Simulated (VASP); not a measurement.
A run of VASP 6.6.1:

File INCAR:

```
SYSTEM = Pb
PREC     = Accurate       ! precision mode
ENCUT    = 600            ! plane-wave cutoff, eV
EDIFF    = 1E-7           ! SCF threshold, eV
ISMEAR   = 1              ! smearing method
SIGMA    = 0.1            ! smearing width, eV
LREAL    = .FALSE.        ! projectors in reciprocal space
LASPH    = .TRUE.         ! aspherical terms in the spheres
NELM     = 80             ! most SCF steps
ALGO     = Normal         ! electronic algorithm
ISIF     = 2              ! what is computed and relaxed
LWAVE    = .FALSE.        ! write WAVECAR
LCHARG   = .FALSE.        ! write CHGCAR
GGA      = PE             ! functional
IBRION   = 2              ! ionic algorithm
NSW      = 40             ! ionic steps
EDIFFG   = -0.01          ! ionic threshold
```

Contents of KPOINTS:

```
Automatic mesh
0
G
  14 14 14
  0 0 0
```

POSCAR

```
Pb                                      
1.0
   -0.0000000000      2.5205286052      2.5205286052
    2.5205286052     -0.0000000000      2.5205286052
    2.5205286052      2.5205286052      0.0000000000
  Pb            
     1
Direct
     0.0000000000000000    0.0000000000000000    0.0000000000000000
```

Potentials or basis: VASP PAW PBE potentials, release 64 (Pb_d).

Command:

```bash
$ cat potpaw_PBE.64/Pb_d/POTCAR > POTCAR
$ mpirun -np 1 vasp_std > vasp.out
```

Hardware: 1 thread of Intel(R) Xeon(R) Platinum 8375C CPU @ 2.90GHz (Ice Lake), with other jobs on the host.

Task: How long does it take, and how much memory?

Result: Run time: 43 s on 1 thread of Intel(R) Xeon(R) Platinum 8375C CPU @ 2.90GHz (Ice Lake), on a shared host, peak memory 0.18 GiB. Counts: scf iterations 11, k points 104, ion steps 1.
